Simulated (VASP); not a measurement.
A convergence study with VASP on HgTe (zinc blende): one setting is varied, all else stays as given below, so the limit is that of these other settings.

```
HgTe
1.0
    0.00000     3.23000     3.23000
    3.23000     0.00000     3.23000
    3.23000     3.23000     0.00000
Hg Te
1 1
Direct
  0.00000   0.00000   0.00000
  0.25000   0.25000   0.25000
```

Computed with PBEsol GGA, VASP's PBE PAW potentials (set 64) (plane waves; VASP). The tightest run used: 550 eV cut-off, 16×16×16 Γ-centred mesh, tetrahedra with Blöchl corrections, potentials Hg Te.

The settings run are 3×3×3 mesh; 4×4×4 mesh; 5×5×5 mesh; 6×6×6 mesh; 7×7×7 mesh; 8×8×8 mesh; 9×9×9 mesh; 10×10×10 mesh; 11×11×11 mesh; 12×12×12 mesh; 13×13×13 mesh; 14×14×14 mesh; 15×15×15 mesh; 16×16×16 mesh. From which on does the energy per atom stay within 0.005 eV/atom of the tightest run?

From 7×7×7 mesh on: it is off by 0.0031 there and by no more than 0.005 in any finer run, while 6×6×6 mesh is off by 0.0071.
```tsv
setting	E (eV/atom)	pressure (GPa)	irreducible k-points	difference judged (eV/atom)
3×3×3 mesh	-2.0186	2.58	4	0.1669
4×4×4 mesh	-2.1357	1.62	8	0.0498
5×5×5 mesh	-2.1679	1.32	10	0.0176
6×6×6 mesh	-2.1784	1.21	16	0.0071
7×7×7 mesh	-2.1824	1.18	20	0.0031
8×8×8 mesh	-2.1840	1.16	29	0.0015
9×9×9 mesh	-2.1847	1.15	35	0.0008
10×10×10 mesh	-2.1851	1.15	47	0.0004
11×11×11 mesh	-2.1853	1.14	56	0.0002
12×12×12 mesh	-2.1854	1.14	72	0.0001
13×13×13 mesh	-2.1854	1.14	84	0.0001
14×14×14 mesh	-2.1855	1.14	104	0.0000
15×15×15 mesh	-2.1855	1.14	120	0.0000
16×16×16 mesh	-2.1855	1.14	145	0.0000
```

Left out are rungs that failed or repeat a setting and relaxations that didn't move; long series are thinned to 24 rows.

The compound is HgTe in the zinc blende structure. The cell was not relaxed at this level.
